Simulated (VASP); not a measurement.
# Initial- and final-state core-level shifts of IrAu7

Which atoms of IrAu7 bind their core electrons more tightly, and does the hole change the order?

Program: VASP 6.6.1. Level of theory: PBE; plane waves and PAW (Au, Ir), in the first sound run; inputs show where later runs differ. Results are calculated unless marked as measured.

### Step 1. Starting point

Symmetry: C2/c, No. 15, monoclinic system. The conventional cell has a = 10.110 Å, b = 11.674 Å, c = 5.055 Å, α = 90.00°, β = 109.47°, γ = 90.00°. Nearest to Au lie 10 Au at 2.92 Å and 2 Ir at 2.92 Å. Nearest to Au lie 11 Au at 2.92 Å and 1 Ir at 2.92 Å. Au has 9 Au at 2.92 Å and 3 Ir at 2.92 Å nearest. Au has 11 Au at 2.92 Å and 1 Ir at 2.92 Å nearest. Au has 10 Au at 2.92 Å and 2 Ir at 2.92 Å nearest. Nearest to Ir lie 12 Au at 2.92 Å. It derives from Au. Random alloy: site Au, solute Ir, share 0.125, order random, lattice volume linear between typed atomic volumes. Farther neighbours are not listed.

As a file:

```xyz
16
Lattice="-8.2546 0.0000 0.0000 6.1910 -6.1910 4.1273 8.2546 8.2546 0.0000" Properties=species:S:1:pos:R:3 pbc="T T T"
Au    4.1273   -2.0637    2.0637
Au    6.1910    0.0000    2.0637
Au    8.2546    2.0637    2.0637
Au   10.3183    4.1273    2.0637
Au    0.0000    0.0000    0.0000
Au    2.0637    2.0637    0.0000
Au    4.1273    4.1273    0.0000
Au    6.1910    6.1910    0.0000
Au    0.0000   -2.0637    2.0637
Au    4.1273    2.0637    2.0637
Au    6.1910    4.1273    2.0637
Au   -4.1273    0.0000    0.0000
Au   -2.0637    2.0637    0.0000
Au    2.0637    6.1910    0.0000
Ir    2.0637    0.0000    2.0637
Ir    0.0000    4.1273    0.0000
```

### Step 2. Relaxation

The atoms are relaxed first inside the given cell, which is kept (ISIF = 0), since core levels depend on the positions.

INCAR

```
SYSTEM = IrAu7
PREC = Normal
ENCUT = 330
EDIFF = 1E-05
NELM = 100
ISMEAR = 0
SIGMA = 0.1
LREAL = Auto
ALGO = Fast
GGA = PE
NBANDS = 106
LASPH = .TRUE.
LWAVE = .FALSE.
LCHARG = .FALSE.
KPAR = 8
IBRION = 2
NSW = 50
ISIF = 0
EDIFFG = -0.05
```

POSCAR

```
IrAu7
1.0
   -8.2546268639      0.0000000000      0.0000000000
    6.1909701479     -6.1909701479      4.1273134320
    8.2546268639      8.2546268639      0.0000000000
Au Ir
14 2
Direct
    0.0000000000      0.5000000000      0.1250000000
    0.0000000000      0.5000000000      0.3750000000
    0.0000000000      0.5000000000      0.6250000000
    0.0000000000      0.5000000000      0.8750000000
    0.0000000000      0.0000000000      0.0000000000
    0.0000000000      0.0000000000      0.2500000000
    0.0000000000      0.0000000000      0.5000000000
    0.0000000000      0.0000000000      0.7500000000
    0.5000000000      0.5000000000      0.1250000000
    0.5000000000      0.5000000000      0.6250000000
    0.5000000000      0.5000000000      0.8750000000
    0.5000000000      0.0000000000      0.0000000000
    0.5000000000      0.0000000000      0.2500000000
    0.5000000000      0.0000000000      0.7500000000
    0.5000000000      0.5000000000      0.3750000000
    0.5000000000      0.0000000000      0.5000000000
```

KPOINTS

```
Automatic mesh
0
Gamma
7 5 7
0 0 0
```

PAW data sets: Au and Ir (PBE family, release 64).

Command:

```
$ mpirun -np 8 vasp_std
```

The log of the run:

```text
[banner, memory and clock lines left out]
running    8 mpi-ranks, on    1 nodes
 distrk:  each k-point on    1 cores,    8 groups
 distr:  one band on    1 cores,    1 groups

 POSCAR found type information on POSCAR AuIr
 POSCAR found :  2 types and      16 ions
|                                                                             |
|           W    W    AA    RRRRR   N    N  II  N    N   GGGG   !!!           |
|           W    W   A  A   R    R  NN   N  II  NN   N  G    G  !!!           |
|           W    W  A    A  R    R  N N  N  II  N N  N  G       !!!           |
|           W WW W  AAAAAA  RRRRR   N  N N  II  N  N N  G  GGG   !            |
|           WW  WW  A    A  R   R   N   NN  II  N   NN  G    G                |
|           W    W  A    A  R    R  N    N  II  N    N   GGGG   !!!           |
|                                                                             |
|     For optimal performance we recommend to set                             |
|       NCORE = 2 up to number-of-cores-per-socket                            |
|     NCORE specifies how many cores store one orbital (NPAR=cpu/NCORE).      |
|     This setting can greatly improve the performance of VASP for DFT.       |
|     The default, NCORE=1 might be grossly inefficient on modern             |
|     multi-core architectures or massively parallel machines. Do your        |
|     Unfortunately you need to use the default for GW and RPA                |
|     calculations (for HF NCORE is supported but not extensively tested      |
|     yet).                                                                   |
|                                                                             |

 LDA part: xc-table for (Slater+PW92), standard interpolation
 POSCAR, INCAR and KPOINTS ok, starting setup
 FFT: planning ... GRIDC
 FFT: planning ... GRID_SOFT
 FFT: planning ... GRID
 WAVECAR not read
 entering main loop
       N       E                     dE             d eps       ncg     rms          rms(c)
DAV:   1     0.975086739243E+03    0.97509E+03   -0.65523E+04 15336   0.109E+03
DAV:   2    -0.164148837781E+02   -0.99150E+03   -0.93195E+03 15834   0.298E+02
DAV:   3    -0.640901449115E+02   -0.47675E+02   -0.44745E+02 17192   0.677E+01
DAV:   4    -0.654262243607E+02   -0.13361E+01   -0.13260E+01 16658   0.128E+01
DAV:   5    -0.654691183960E+02   -0.42894E-01   -0.42834E-01 16974   0.208E+00    0.338E+01
RMM:   6    -0.622070890435E+02    0.32620E+01   -0.15825E+01 15268   0.126E+01    0.267E+01
RMM:   7    -0.618080216711E+02    0.39907E+00   -0.76180E+00 15486   0.103E+01    0.176E+01
RMM:   8    -0.601636801560E+02    0.16443E+01   -0.17209E+00 15264   0.506E+00    0.485E+00
RMM:   9    -0.601600535208E+02    0.36266E-02   -0.37212E-01 15275   0.148E+00    0.312E+00
RMM:  10    -0.601201174168E+02    0.39936E-01   -0.69670E-02 15264   0.959E-01    0.511E-01
RMM:  11    -0.601203945205E+02   -0.27710E-03   -0.11506E-02 15482   0.316E-01    0.250E-01
RMM:  12    -0.601204744668E+02   -0.79946E-04   -0.28214E-03 16602   0.141E-01    0.112E-01
RMM:  13    -0.601205294458E+02   -0.54979E-04   -0.60720E-04 19148   0.599E-02    0.477E-02
RMM:  14    -0.601205240565E+02    0.53893E-05   -0.56726E-05 11489   0.187E-02
   1 F= -.60120524E+02 E0= -.60102480E+02  d E =-.601205E+02
 curvature:   0.00 expect dE= 0.000E+00 dE for cont linesearch  0.000E+00
 trial: gam= 0.00000 g(F)=  0.577E-01 g(S)=  0.000E+00 ort = 0.000E+00 (trialstep = 0.100E+01)
 search vector abs. value=  0.577E-01
 bond charge predicted
       N       E                     dE             d eps       ncg     rms          rms(c)
DAV:   1    -0.601479623989E+02   -0.27433E-01   -0.18015E+01 15700   0.108E+01    0.441E-01
RMM:   2    -0.601622604410E+02   -0.14298E-01   -0.14523E-01 15264   0.155E+00    0.418E-01
RMM:   3    -0.601652200742E+02   -0.29596E-02   -0.31371E-02 19962   0.625E-01    0.277E-01
RMM:   4    -0.601645573730E+02    0.66270E-03   -0.22019E-03 15575   0.150E-01    0.219E-01
RMM:   5    -0.601643913768E+02    0.16600E-03   -0.23645E-03 15270   0.146E-01    0.185E-01
RMM:   6    -0.601644806749E+02   -0.89298E-04   -0.15597E-03 15288   0.140E-01    0.121E-01
RMM:   7    -0.601643528481E+02    0.12783E-03   -0.23737E-04 15266   0.740E-02    0.562E-02
RMM:   8    -0.601642580601E+02    0.94788E-04   -0.17944E-04 15265   0.351E-02    0.301E-02
RMM:   9    -0.601642452174E+02    0.12843E-04   -0.45012E-05 12631   0.205E-02    0.132E-02
RMM:  10    -0.601642414172E+02    0.38002E-05   -0.19309E-05  8754   0.147E-02
   2 F= -.60164241E+02 E0= -.60146081E+02  d E =-.437174E-01
[...]
3 F= -.60179598E+02 E0= -.60161317E+02  d E =-.590735E-01
[...]
4 F= -.60179824E+02 E0= -.60161528E+02  d E =-.592998E-01
 curvature:  -1.02 expect dE=-0.128E-02 dE for cont linesearch -0.743E-06
 trial: gam= 0.02533 g(F)=  0.126E-02 g(S)=  0.000E+00 ort =-0.205E-03 (trialstep = 0.121E+01)
 search vector abs. value=  0.128E-02
 bond charge predicted
       N       E                     dE             d eps       ncg     rms          rms(c)
DAV:   1    -0.601805290349E+02   -0.69598E-03   -0.56400E-01 15410   0.191E+00    0.904E-02
RMM:   2    -0.601809633579E+02   -0.43432E-03   -0.44213E-03 15264   0.267E-01    0.527E-02
RMM:   3    -0.601810346922E+02   -0.71334E-04   -0.81437E-04 19246   0.104E-01    0.375E-02
RMM:   4    -0.601810286604E+02    0.60318E-05   -0.83755E-05 12431   0.285E-02
   5 F= -.60181029E+02 E0= -.60162748E+02  d E =-.120485E-02
 trial-energy change:   -0.001205  1 .order   -0.001127   -0.001510   -0.000745
 step:   1.8205(harm=  2.3834)  dis= 0.00409  next Energy=   -60.181228 (dE=-0.140E-02)
 reached required accuracy - stopping structural energy minimisation
```

Run time: 8.6 min. Hardware: 8 MPI ranks of Intel Xeon Platinum 8559C (Emerald Rapids), shared host; peak memory 6.6 GiB.

The logs omit lines about the potential files and the build; timing stands in the text.

Parts of OUTCAR (step 2):

```text
ion  position               nearest neighbor table
   1  0.000  0.500  0.125-   2 2.92   4 2.92  15 2.92  11 2.92  16 2.92  13 2.92  12 2.92  14 2.92
                             8 2.92   8 2.92   7 2.92   7 2.92
   2  0.000  0.500  0.375-   1 2.92   3 2.92  10 2.92   9 2.92  16 2.92  14 2.92  12 2.92  13 2.92
                             5 2.92   5 2.92   8 2.92   8 2.92
   3  0.000  0.500  0.625-   2 2.92   4 2.92  11 2.92  15 2.92  14 2.92  12 2.92  13 2.92  16 2.92
                             6 2.92   6 2.92   5 2.92   5 2.92
   4  0.000  0.500  0.875-   1 2.92   3 2.92   9 2.92  10 2.92  13 2.92  12 2.92  14 2.92  16 2.92
                             7 2.92   7 2.92   6 2.92   6 2.92
   5  0.000  0.000  0.000-   6 2.92   8 2.92  13 2.92  14 2.92  15 2.92   9 2.92  10 2.92  11 2.92
                             3 2.92   3 2.92   2 2.92   2 2.92
   6  0.000  0.000  0.250-   5 2.92   7 2.92  16 2.92  12 2.92  10 2.92  15 2.92   9 2.92  11 2.92
                             4 2.92   4 2.92   3 2.92   3 2.92
   7  0.000  0.000  0.500-   6 2.92   8 2.92  14 2.92  13 2.92  10 2.92  11 2.92   9 2.92  15 2.92
                             1 2.92   1 2.92   4 2.92   4 2.92
   8  0.000  0.000  0.750-   5 2.92   7 2.92  12 2.92  16 2.92   9 2.92  11 2.92  10 2.92  15 2.92
                             2 2.92   2 2.92   1 2.92   1 2.92
   9  0.500  0.500  0.125-   2 2.92  11 2.92  15 2.92   4 2.92   7 2.92   6 2.92   5 2.92   8 2.92
                            14 2.92  16 2.92  14 2.92  16 2.92
  10  0.500  0.500  0.625-   4 2.92  11 2.92  15 2.92   2 2.92   8 2.92   5 2.92   6 2.92   7 2.92
                            13 2.92  12 2.92  13 2.92  12 2.92
  11  0.500  0.500  0.875-   1 2.92   9 2.92  10 2.92   3 2.92   6 2.92   5 2.92   7 2.92   8 2.92
                            16 2.92  13 2.92  16 2.92  13 2.92
  12  0.500  0.000  0.000-   6 2.92  13 2.92  14 2.92   8 2.92   1 2.92   2 2.92   3 2.92   4 2.92
                            10 2.92  15 2.92  10 2.92  15 2.92
  13  0.500  0.000  0.250-   7 2.92  12 2.92  16 2.92   5 2.92   2 2.92   3 2.92   1 2.92   4 2.92
                            11 2.92  10 2.92  11 2.92  10 2.92
  14  0.500  0.000  0.750-   5 2.92  12 2.92  16 2.92   7 2.92   1 2.92   4 2.92   2 2.92   3 2.92
                            15 2.92   9 2.92  15 2.92   9 2.92
  15  0.500  0.500  0.375-   3 2.92   9 2.92  10 2.92   1 2.92   8 2.92   7 2.92   5 2.92   6 2.92
                            12 2.92  14 2.92  12 2.92  14 2.92
  16  0.500  0.000  0.500-   8 2.92  13 2.92  14 2.92   6 2.92   3 2.92   4 2.92   1 2.92   2 2.92
                             9 2.92  11 2.92   9 2.92  11 2.92

  LATTYP: Found a base centered monoclinic cell.
 ALAT       =    10.1098119169
 B/A-ratio  =     1.1547005384
 C/A-ratio  =     0.5000000000
 COS(beta)  =    -0.3333333333

 Subroutine GETGRP returns: Found  4 space group operations
 (whereof  1 operations were pure point group operations)

The static configuration has the point symmetry C_1 .
 The point group associated with its full space group is C_2h.

 Found     72 irreducible k-points:

   k-points           NKPTS =     72   k-points in BZ     NKDIM =     72   number of bands    NBANDS=    106

   dimension x,y,z NGX =    40 NGY =   48 NGZ =   54
   dimension x,y,z NGXF=    80 NGYF=   96 NGZF=  108

   ENCUT  =  330.0 eV  24.25 Ry    4.92 a.u.  12.23 14.34 17.29*2*pi/ulx,y,z

   NELECT =     172.0000    total number of electrons

 k-points in reciprocal lattice and weights: Automatic mesh
   0.00000000  0.00000000  0.00000000       0.004
   0.14285714 -0.00000000  0.00000000       0.008
   0.28571429 -0.00000000  0.00000000       0.008
   0.42857143  0.00000000  0.00000000       0.008
   0.00000000  0.20000000  0.00000000       0.008
   0.14285714  0.20000000  0.00000000       0.008
   0.28571429  0.20000000  0.00000000       0.008
   0.42857143  0.20000000  0.00000000       0.008
  -0.42857143  0.20000000  0.00000000       0.008
[...]
-0.28571429  0.40000000  0.42857143       0.016
  -0.14285714  0.40000000  0.42857143       0.016

 average (electrostatic) potential at core
       1 -64.8807       2 -64.8269       3 -64.8807       4 -64.8269       5 -64.8269
       6 -64.8807       7 -64.8269       8 -64.8807       9 -64.9072      10 -64.8630
      11 -64.8799      12 -64.8799      13 -64.8630      14 -64.9072      15 -48.9477
      16 -48.9477

 E-fermi :   8.6063

 k-point     1 :       0.0000    0.0000    0.0000
  band No.  band energies     occupation
    ...
     83       8.0122      2.00000
     84       8.1101      2.00000
     85       8.1406      2.00000
     86       8.2478      2.00000
     87       8.4706      1.94497
     88       9.0073      0.00000
     89       9.1061      0.00000
     90       9.9264      0.00000
     91      10.7710      0.00000
     92      10.7884      0.00000
    ...

 k-point     2 :       0.1429   -0.0000    0.0000
  band No.  band energies     occupation
    ...
     82       7.8257      2.00000
     83       7.9287      2.00000
     84       8.1123      2.00000
     85       8.1788      2.00000
     86       8.6448      0.58588
     87       8.7627      0.02700
     88       8.8180      0.00276
     89       8.9375      0.00000
     90       9.0080      0.00000
     91       9.1014      0.00000
    ...

 k-point     3 :       0.2857   -0.0000    0.0000
  band No.  band energies     occupation
    ...
     83       8.2143      2.00000
     84       8.2449      2.00000
     85       8.3055      1.99998
     86       8.3977      1.99683
     87       8.4324      1.98607
     88       9.4614      0.00000
     89       9.5638      0.00000
     90       9.5808      0.00000
     91       9.6014      0.00000
     92       9.9063      0.00000
    ...

  energy-cutoff  :      330.00
  volume of cell :      281.23
      direct lattice vectors                 reciprocal lattice vectors
    -8.254626864  0.000000000  0.000000000    -0.121144180  0.121144180  0.363432539
     6.190970148 -6.190970148  4.127313432     0.000000000  0.000000000  0.242288359
     8.254626864  8.254626864  0.000000000     0.000000000  0.121144180  0.181716270

 POSITION                                       TOTAL-FORCE (eV/Angst)
 -----------------------------------------------------------------------------------
      4.12741     -2.04560      2.08971         0.003581     -0.021667      0.009624
      6.19353     -0.02471      2.08635         0.020139     -0.022551     -0.002057
      0.01806      2.06376      2.03760        -0.021667      0.003581     -0.009624
      2.03894      4.12988      2.04096        -0.022551      0.020139      0.002057
      0.02471     -0.00256      0.02269         0.022551     -0.020139     -0.002057
      2.04560      2.06356      0.02606         0.021667     -0.003581      0.009624
      2.06109     -2.03894      4.10462        -0.020139      0.022551      0.002057
      4.12721     -0.01806      4.10126        -0.003581      0.021667     -0.009624
     -0.00136     -2.06501      2.06366        -0.007302     -0.007302      0.000000
      4.10749      2.04384      2.06366         0.010414      0.010414     -0.000000
      6.21215      4.14849      2.06366         0.007068      0.007068      0.000000
      4.10613      8.23345      0.00000        -0.007068     -0.007068      0.000000
     -2.04384      2.08348      0.00000        -0.010414     -0.010414      0.000000
      8.25598      0.00136      4.12731         0.007302      0.007302     -0.000000
      2.06363     -0.00003      2.06366        -0.008145     -0.008145      0.000000
      0.00003      4.12734      0.00000         0.008145      0.008145      0.000000
 -----------------------------------------------------------------------------------
    total drift:                                0.000023      0.000044     -0.000024

  FREE ENERGIE OF THE ION-ELECTRON SYSTEM (eV)
  ---------------------------------------------------
  free  energy   TOTEN  =       -60.1810286604 eV

  energy  without entropy=      -60.1444680343  energy(sigma->0) =      -60.16274835

 reached required accuracy - stopping structural energy minimisation

[... 3 further parts left out ...]
```

CONTCAR:

```
IrAu7
   1.00000000000000
    -8.2546268639000004    0.0000000000000000    0.0000000000000000
     6.1909701478999999   -6.1909701478999999    4.1273134320000002
     8.2546268639000004    8.2546268639000004    0.0000000000000000
  Au              Ir
    14     2
Direct
     0.0116454001887288    0.5063135408118421    0.1319224975045657
     0.0049434592797707    0.5054987028530166    0.3761301178530023
     0.9883545998112712    0.4936864591881578    0.6202770973158369
     0.9950565407202293    0.4945012971469835    0.8711866585732315
     0.0049434592797707    0.0054987028530165    0.0038133414267684
     0.0116454001887288    0.0063135408118422    0.2547229026841630
     0.9950565407202293    0.9945012971469834    0.4988698821469977
     0.9883545998112712    0.9936864591881579    0.7430775024954343
     0.5000000000000000    0.5000000000000000    0.1248355275692340
     0.5000000000000000    0.5000000000000000    0.6225990539802063
     0.5000000000000000    0.5000000000000000    0.8775656926636222
     0.5000000000000000    0.0000000000000000    0.9974343073363778
     0.5000000000000000    0.0000000000000000    0.2524009460197936
     0.5000000000000000    1.0000000000000000    0.7501644724307660
     0.5000000000000000    0.5000000000000000    0.3749969204262533
     0.5000000000000000    0.0000000000000000    0.5000030795737467
```

The run keeps the 4 symmetry operations of its start, so it cannot find a distortion of lower symmetry.

Relaxation path:

```
step  energy less that of the first step (eV)  largest force (eV/Å)
   1                                   0.0000                0.3357
   2                                  -0.0437                0.1768
   3                                  -0.0591                0.0655
   4                                  -0.0593                0.0589
   5                                  -0.0605                0.0303
```

The atoms that moved most (Å):

```
atom      dx      dy      dz  length
 Au4  -0.025   0.003  -0.023   0.034
 Au5   0.025  -0.003   0.023   0.034
 Au2   0.003  -0.025   0.023   0.034
 Au7  -0.003   0.025  -0.023   0.034
 Au8   0.000  -0.018  -0.026   0.032
 Au3   0.018   0.000  -0.026   0.032
 Au6  -0.018   0.000   0.026   0.032
 Au1   0.000   0.018   0.026   0.032
```

The relaxed structure:

```cif
data_structure
_symmetry_space_group_name_H-M 'P 1'
_symmetry_Int_Tables_number 1
_cell_length_a 8.2546
_cell_length_b 9.6794
_cell_length_c 11.6738
_cell_angle_alpha 90.000
_cell_angle_beta 135.000
_cell_angle_gamma 129.762
_cell_volume 281.23
loop_
_atom_site_label
_atom_site_type_symbol
_atom_site_fract_x
_atom_site_fract_y
_atom_site_fract_z
_atom_site_occupancy
Au1 Au 0.01165 0.50631 0.13192 1
Au2 Au 0.00494 0.50550 0.37613 1
Au3 Au 0.98835 0.49369 0.62028 1
Au4 Au 0.99506 0.49450 0.87119 1
Au5 Au 0.00494 0.00550 0.00381 1
Au6 Au 0.01165 0.00631 0.25472 1
Au7 Au 0.99506 0.99450 0.49887 1
Au8 Au 0.98835 0.99369 0.74308 1
Au9 Au 0.50000 0.50000 0.12484 1
Au10 Au 0.50000 0.50000 0.62260 1
Au11 Au 0.50000 0.50000 0.87757 1
Au12 Au 0.50000 0.00000 0.99743 1
Au13 Au 0.50000 0.00000 0.25240 1
Au14 Au 0.50000 0.00000 0.75016 1
Ir15 Ir 0.50000 0.50000 0.37500 1
Ir16 Ir 0.50000 0.00000 0.50000 1
```

This step gave:

```yaml
free_energy_toten: -60.1810 eV
energy_at_zero_smearing: -60.1627 eV
fermi_energy: 8.606 eV
```

At PBE, with these data sets, the largest force is down to 0.030 eV/Å.

(Part 1 of 3 ends here.)

[Lines on the potential files, build, host, timing and source positions are cut from VASP's logs without a mark.]

[Logs are printed without paths, hosts, clocks, repeated set-up lines and the standing remarks that a program may print on its own settings, such as how far it seeks lower states.]

[Hosts, paths, dates, database ids (printed as entryN), source tags and the programs' standing remarks are cut or masked in the printed files.]
